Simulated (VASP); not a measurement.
# MgSc (Pm-3m) in VASP: single point with LDA

Aim: the single point of MgSc with LDA.

Program: VASP 6.6.1. These are calculated values, not measurements. Logs are shortened: lines on timing, memory, paths and dates and some standing lists are left out, and cuts for length are marked.

## Step 1: Starting point

The structure is cubic, space group Pm-3m (No. 221). The conventional cell has a = 3.596 Å, b = 3.596 Å, c = 3.596 Å, α = 90.00°, β = 90.00°, γ = 90.00°. Mg (site symmetry m-3m) is surrounded by 8 Sc at 3.11 Å. Around Sc (site symmetry m-3m) lie 8 Mg at 3.11 Å.

The cell comes from a database or a generator and needn't be the stable form of this composition.

## Step 2: Single point, LDA

Contents of INCAR:

```
SYSTEM = MgSc
PREC = Accurate
ENCUT = 520
EDIFF = 1E-6
ISMEAR = 0
SIGMA = 0.1
LREAL = .FALSE.
LASPH = .TRUE.
NELM = 100
ALGO = Normal
ISIF = 2
LWAVE = .FALSE.
LCHARG = .FALSE.
GGA = CA
NBANDS = 14
```

Contents of KPOINTS:

```
Automatic mesh
0
G
  6 6 6
  0 0 0
```

Contents of POSCAR:

```
MgSc
1.0
    3.5964512400      0.0000000000      0.0000000000
    0.0000000000      3.5964512400      0.0000000000
    0.0000000000      0.0000000000      3.5964512400
Mg Sc
1 1
Direct
    0.0000000000      0.0000000000      0.0000000000
    0.5000000000      0.5000000000      0.5000000000
```

Potentials or basis: VASP PAW LDA potentials, release 64 (Mg, Sc_sv).

Launch:

```
cat potpaw_LDA.64/Mg/POTCAR potpaw_LDA.64/Sc_sv/POTCAR > POTCAR
mpirun -np 1 vasp_std > vasp.out
```

OUTCAR:

```text
SYSTEM = MgSc
   PREC = Accurate
   ENCUT = 520
   EDIFF = 1E-6
   ISMEAR = 0
   LREAL = .FALSE.
   LASPH = .TRUE.
   NELM = 100
   ISIF = 2
   GGA = CA

 ion  position               nearest neighbor table
   1  0.000  0.000  0.000-   2 3.11   2 3.11   2 3.11   2 3.11   2 3.11   2 3.11   2 3.11   2 3.11

   2  0.500  0.500  0.500-   1 3.11   1 3.11   1 3.11   1 3.11   1 3.11   1 3.11   1 3.11   1 3.11

  LATTYP: Found a simple cubic cell.
 ALAT       =     3.5964512400

  Lattice vectors:

 A1 = (   3.5964512400,   0.0000000000,   0.0000000000)
 A2 = (   0.0000000000,   3.5964512400,   0.0000000000)
 A3 = (   0.0000000000,   0.0000000000,   3.5964512400)

Analysis of symmetry for initial positions (statically):
=====================================================================
 Subroutine PRICEL returns:
 Original cell was already a primitive cell.

 Routine SETGRP: Setting up the symmetry group for a
 simple cubic supercell.

 Subroutine GETGRP returns: Found 48 space group operations
 (whereof 48 operations were pure point group operations)
 out of a pool of 48 trial point group operations.

The static configuration has the point symmetry O_h .

Analysis of symmetry for dynamics (positions and initial velocities):
=====================================================================
 Subroutine PRICEL returns:
 Original cell was already a primitive cell.

 Routine SETGRP: Setting up the symmetry group for a
 simple cubic supercell.

 Subroutine GETGRP returns: Found 48 space group operations
 (whereof 48 operations were pure point group operations)
 out of a pool of 48 trial point group operations.

The dynamic configuration has the point symmetry O_h .

 Subroutine INISYM returns: Found 48 space group operations
 (whereof 48 operations are pure point group operations),
 and found     1 'primitive' translations

----------------------------------------------------------------------------------------

                                     Primitive cell

  volume of cell :      46.5182

  direct lattice vectors                    reciprocal lattice vectors
     3.596451240  0.000000000  0.000000000     0.278051872  0.000000000  0.000000000
     0.000000000  3.596451240  0.000000000     0.000000000  0.278051872  0.000000000
     0.000000000  0.000000000  3.596451240     0.000000000  0.000000000  0.278051872

  length of vectors
     3.596451240  3.596451240  3.596451240     0.278051872  0.278051872  0.278051872

  position of ions in fractional coordinates (direct lattice)
     0.000000000  0.000000000  0.000000000
     0.500000000  0.500000000  0.500000000

  ion indices of the primitive-cell ions
   primitive index   ion index
                 1           1
                 2           2

----------------------------------------------------------------------------------------

 KPOINTS: Automatic mesh

Automatic generation of k-mesh.
 Grid dimensions read from file:
 generate k-points for:    6    6    6

 Generating k-lattice:

  Cartesian coordinates                     Fractional coordinates (reciprocal lattice)
     0.046341979  0.000000000  0.000000000     0.166666667  0.000000000  0.000000000
     0.000000000  0.046341979  0.000000000     0.000000000  0.166666667  0.000000000
     0.000000000  0.000000000  0.046341979     0.000000000  0.000000000  0.166666667

  Length of vectors
     0.046341979  0.046341979  0.046341979

  Shift w.r.t. Gamma in fractional coordinates (k-lattice)
     0.000000000  0.000000000  0.000000000

 Subroutine IBZKPT returns following result:
 ===========================================

 Found     20 irreducible k-points:

 Following reciprocal coordinates:
            Coordinates               Weight
  0.000000  0.000000  0.000000      1.000000
  0.166667  0.000000  0.000000      6.000000
  0.333333  0.000000  0.000000      6.000000
  0.500000  0.000000  0.000000      3.000000
  0.166667  0.166667  0.000000     12.000000
  0.333333  0.166667  0.000000     24.000000
[... 12 lines left out ...]
  0.500000  0.500000  0.333333      6.000000
  0.500000  0.500000  0.500000      1.000000
   k-points           NKPTS =     20   k-points in BZ     NKDIM =     20   number of bands    NBANDS=     14
   number of dos      NEDOS =    301   number of ions     NIONS =      2
   total plane-waves  NPLWV =  21952
   dimension x,y,z NGX =    28 NGY =   28 NGZ =   28
   dimension x,y,z NGXF=    56 NGYF=   56 NGZF=   56
   ions per type =               1   1
   NGX,Y,Z   is equivalent  to a cutoff of  12.94, 12.94, 12.94 a.u.
   NGXF,Y,Z  is equivalent  to a cutoff of  25.89, 25.89, 25.89 a.u.
 SYSTEM =  MgSc
   PREC   = accura    normal or accurate (medium, high low for compatibility)
   ISTART =      0    job   : 0-new  1-cont  2-samecut
   ICHARG =      2    charge: 1-file 2-atom 10-const
   ISPIN  =      1    spin polarized calculation?
   LNONCOLLINEAR =      F non collinear calculations
   LSORBIT =      F    spin-orbit coupling
   LASPH  =      T    aspherical Exc in radial PAW
   ENCUT  =  520.0 eV  38.22 Ry    6.18 a.u.   6.69  6.69  6.69*2*pi/ulx,y,z
   NELM   =    100;   NELMIN=  2; NELMDL= -5     # of ELM steps
   EDIFF  = 0.1E-05   stopping-criterion for ELM
   LREAL  =      F    real-space projection
   EDIFFG = 0.1E-04   stopping-criterion for IOM
   NSW    =      0    number of steps for IOM
   IBRION =     -1    ionic relax: 0-MD 1-quasi-New 2-CG
   NFREE  =      0    steps in history (QN), initial steepest desc. (CG)
   ISIF   =      2    stress and relaxation
   ISYM   =      2    0-nonsym 1-usesym 2-fastsym
   POTIM  = 0.5000    time-step for ionic-motion
   TEBEG  =    0.0;   TEEND  =   0.0 temperature during run
   PSTRESS=    0.0 pullay stress
   NELECT =      13.0000    total number of electrons
   NUPDOWN=      -1.0000    fix difference up-down
   EMIN   =  10.00;   EMAX   =-10.00  energy-range for DOS
   EFERMI =   0.00;   METHOD = LEGACY
   ISMEAR =     0;   SIGMA  =   0.10  broadening in eV -4-tet -1-fermi 0-gaus
   EFERMI_NEDOS =   21; number of points for ismear=-14 and -15
   IALGO  =     38    algorithm
   IMIX   =      4    mixing-type and parameters
     AMIX     =   0.40;   BMIX     =  1.00
     AMIX_MAG =   1.60;   BMIX_MAG =  1.00
  volume/ion in A,a.u.               =      23.26       156.96
  Fermi-wavevector in a.u.,A,eV,Ry     =   1.070324  2.022618 15.586734  1.145593
  Thomas-Fermi vector in A             =   2.206030
   LORBIT       =      0    0 simple, 1 ext, 2 COOP (PROOUT), +10 PAW based schemes
   GGA     = CA    functional components
   LHFCALC =     F    Hartree Fock is set to
   AEXX    =    0.0000 exact exchange contribution
   IVDW    =     0    specifies the selected vdW correction
   LEPSILON=     F    determine dielectric tensor
   LRPA    =     F    only Hartree local field effects (RPA)
 non-spin polarized calculation
 Gauss-broadening in eV      SIGMA  =   0.10
  energy-cutoff  :      520.00
  volume of cell :       46.52
 maximum number of plane-waves:      1273
 NGX is ok and might be reduce to    28
   NGX = 13   NGY = 13   NGZ = 13

 number of electron      12.9999996 magnetization

 Free energy of the ion-electron system (eV)
  ---------------------------------------------------
  ext. energy  EPLUGINS =         0.00000000
  ---------------------------------------------------
  free energy    TOTEN  =        -8.65662904 eV

  energy without entropy =       -8.64293850  energy(sigma->0) =       -8.64978377

 E-fermi :   2.8888     XC(G=0):  -9.5407

 val. band max:        2.8677411016   @ k =   0.1667   0.1667   0.1667
 cond. band min:       2.9222870227   @ k =   0.1667   0.0000   0.0000
 fundamental gap:      0.0545459210
 Fermi energy:         2.8888321269

 k-point     1 :       0.0000    0.0000    0.0000
  band No.  band energies     occupation
      1     -46.2736      2.00000
      2     -25.1983      2.00000
      3     -25.1983      2.00000
      4     -25.1983      2.00000
      5      -2.9934      2.00000
      6       2.7926      1.82640
      7       2.7926      1.82640
      8       5.2444      0.00000
      9       5.2444      0.00000
     10       5.2444      0.00000
     11       8.1052      0.00000
     12       8.1052      0.00000
     13       8.1052      0.00000
     14      11.4236      0.00000

 k-point     2 :       0.1667    0.0000    0.0000
  band No.  band energies     occupation
      1     -46.2721      2.00000
      2     -25.2200      2.00000
      3     -25.1965      2.00000
      4     -25.1965      2.00000
      5      -2.6423      2.00000
      6       2.6379      1.99961
      7       2.9223      0.63612
      8       4.8829      0.00000
      9       4.8829      0.00000
     10       5.2767      0.00000
     11       6.8413      0.00000
     12       8.7396      0.00000
     13       8.7396      0.00000
     14      11.0488      0.00000

 k-point     3 :       0.3333    0.0000    0.0000
  band No.  band energies     occupation
      1     -46.2690      2.00000
      2     -25.2631      2.00000
      3     -25.1928      2.00000
      4     -25.1928      2.00000
      5      -1.6347      2.00000
      6       1.6008      2.00000
      7       3.2120      0.00000
      8       4.3617      0.00000
      9       4.3617      0.00000
     10       5.3426      0.00000
     11       6.0685      0.00000
     12      10.0985      0.00000
     13      10.0985      0.00000
     14      10.2581      0.00000
[... 256 lines left out ...]
 k-point    19 :       0.5000    0.5000    0.3333
  band No.  band energies     occupation
      1     -46.2570      2.00000
      2     -25.2668      2.00000
      3     -25.2668      2.00000
      4     -25.2444      2.00000
      5       1.5666      2.00000
      6       2.1053      2.00000
      7       2.1053      2.00000
      8       4.2927      0.00000
      9       5.5162      0.00000
     10       5.5162      0.00000
     11       5.9622      0.00000
     12       6.7703      0.00000
     13       6.9199      0.00000
     14       9.7409      0.00000

 k-point    20 :       0.5000    0.5000    0.5000
  band No.  band energies     occupation
      1     -46.2554      2.00000
      2     -25.2644      2.00000
      3     -25.2644      2.00000
      4     -25.2644      2.00000
      5       1.9635      2.00000
      6       1.9635      2.00000
      7       1.9635      2.00000
      8       5.9385      0.00000
      9       5.9385      0.00000
     10       5.9385      0.00000
     11       5.9743      0.00000
     12       5.9743      0.00000
     13       6.0463      0.00000
     14       9.5572      0.00000

------------------------ aborting loop because EDIFF is reached ----------------------------------------

  FORCE on cell =-STRESS in cart. coord.  units (eV):
  Direction    XX          YY          ZZ          XY          YZ          ZX
  --------------------------------------------------------------------------------------
  -------------------------------------------------------------------------------------
  Total       -1.0537398     -1.0537398     -1.0537398      0.0000000      0.0000000     -0.0000000
  in kB      -36.2928790    -36.2928790    -36.2928790      0.0000000      0.0000000     -0.0000000
  external PRESSURE =     -36.2928790 kB  Pullay stress =       0.0000000 kB

 VOLUME and BASIS-vectors are now :
 -----------------------------------------------------------------------------
  energy-cutoff  :      520.00
  volume of cell :       46.52
      direct lattice vectors                 reciprocal lattice vectors
     3.596451240  0.000000000  0.000000000     0.278051872  0.000000000  0.000000000
     0.000000000  3.596451240  0.000000000     0.000000000  0.278051872  0.000000000
     0.000000000  0.000000000  3.596451240     0.000000000  0.000000000  0.278051872

 POSITION                                       TOTAL-FORCE (eV/Angst)
 -----------------------------------------------------------------------------------
      0.00000      0.00000      0.00000         0.000000      0.000000      0.000000
      1.79823      1.79823      1.79823         0.000000      0.000000      0.000000
 -----------------------------------------------------------------------------------
    total drift:                                0.000000      0.000000      0.000000

  FREE ENERGIE OF THE ION-ELECTRON SYSTEM (eV)
  ---------------------------------------------------
  free  energy   TOTEN  =        -8.6566290391 eV

  energy  without entropy=       -8.6429384977  energy(sigma->0) =       -8.64978377
```

Wall time 14 s (1 thread of AMD EPYC 7R43 (Zen 3), shared host); peak memory 0.1 GiB.

What came out:

* Free energy: -8.6566 eV
* Pressure: -3.6 GPa
* Band gap on the k mesh: none (metal or under the smearing width)
